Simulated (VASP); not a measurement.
```xyz
6
Lattice="4.7588 0.0000 0.0000 0.0000 4.7588 0.0000 0.0000 0.0000 3.2023" Properties=species:S:1:pos:R:3 pbc="T T T"
Sn     4.7588     4.7588     3.2023
Sn     2.3794     2.3794     1.6011
O      1.4554     1.4554     0.0000
O      3.8348     0.9240     1.6011
O      0.9240     3.8348     1.6011
O      3.3033     3.3033     3.2023
```

These are SCAN meta-GGA, VASP's PBE PAW potentials (set 64) (plane waves; VASP 6.6.1) values and carry that method's errors. Run with 520 eV cut-off, 5×5×8 Γ-centred mesh, tetrahedra with Blöchl corrections, potentials Sn_d O.

Unless said otherwise, spin-orbit coupling is left out, though it shifts the bands of the heavy elements here.

Problem. Predict the energy per atom (σ→0), band gap (over mesh and band path) with the smallest direct gap where there is one.

Solution. 
* **band gap (over mesh and band path)**: 1.68 eV
* **smallest direct gap (over mesh and band path)**: 1.68 eV
* **energy per atom (σ→0)**: -17.947 eV/atom

The compound is SnO2 in the rutile structure. It was relaxed first.
